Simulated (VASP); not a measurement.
Calculation: PBEsol GGA, VASP's PBE PAW potentials (set 64) (plane waves; VASP).

The input files of a VASP run:

### INCAR
```
SYSTEM  =  SnSe
PREC  =  Accurate; ENCUT  =  400; LREAL  =  .False.
LASPH  =  .True.
EDIFF  =  1E-6; NELM  =  100; ALGO  =  Normal
LMAXMIX  =  4
ISMEAR  =  0; SIGMA  =  0.05
GGA  =  PS
IBRION  =  2; NSW  =  60; ISIF  =  3
EDIFFG  =  -0.01
LWAVE  =  .False.; LCHARG  =  .False.
```

POSCAR:
```
SnSe
1
    0.0000000000     2.7972000000     2.7972000000
    2.7972000000     0.0000000000     2.7972000000
    2.7972000000     2.7972000000     0.0000000000
Sn Se
1 1
Direct
  0.0000000000   0.0000000000   0.0000000000
  0.5000000000   0.5000000000   0.5000000000
```

File KPOINTS:
```
Automatic mesh
0
Gamma
7 7 7
0 0 0
```

POTCAR, in this order: Sn_d Se (PBE.64 set). Program: vasp_std.

Q: What will the output report for the number of irreducible k-points (NKPTS), largest plane-wave count, number of space-group operations, FFT grid (NGX, NGY, NGZ)?

A: 
The number of irreducible k-points (NKPTS) is 20. The largest plane-wave count is 821, the number of space-group operations comes out as 48 and the FFT grid (NGX, NGY, NGZ) is 28 × 28 × 28.

The structure was generated: SnSe was put into the rock salt type (Fm-3m), which need not be its known phase. This run relaxes it. Symmetry was kept, so distortions that lower it aren't found.
